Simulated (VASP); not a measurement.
Calculation: PBE GGA with D3 dispersion (zero damping), VASP's PBE PAW potentials (set 64) (plane waves; VASP).

Input for VASP

KPOINTS:
```
kpoints
0
G
12 12 7
0 0 0
```

**INCAR**
```
SYSTEM = Tm
PREC = Accurate; ENCUT = 520; LREAL = .False.
LASPH = .True.
EDIFF = 1E-7; NELM = 100; ALGO = Normal
LMAXMIX = 6
ISMEAR = 1; SIGMA = 0.1
GGA = PE; IVDW = 11
IBRION = 2; NSW = 30; ISIF = 4
EDIFFG = -0.01
LWAVE = .False.; LCHARG = .False.
```

POSCAR:
```
Tm
1
    1.7907915852    -3.1017420817     0.0000000000
    1.7907915852     3.1017420817     0.0000000000
    0.0000000000     0.0000000000     5.5197923829
Tm
2
Direct
  0.3333330000   0.6666670000   0.2500000000
  0.6666670000   0.3333330000   0.7500000000
```

POTCAR, in this order: Tm_3 (PBE.64 set). Program: vasp_std.

What will the output report for the number of irreducible k-points (NKPTS), largest plane-wave count, number of space-group operations, FFT grid (NGX, NGY, NGZ)?

```yaml
number of irreducible k-points (NKPTS): 76
largest_plane_wave_count: 1701
number_of_space_group_operations: 24
FFT grid (NGX, NGY, NGZ): 28 × 28 × 42
```

The compound is Tm in the hcp structure. This cell is one point of a volume scan, at 1.06 of the reference volume. Symmetry was kept, so distortions that lower it aren't found. The 4f electrons are frozen in the core of the lanthanide potential, so 4f levels, which can set the real gap, and their magnetism are missing.
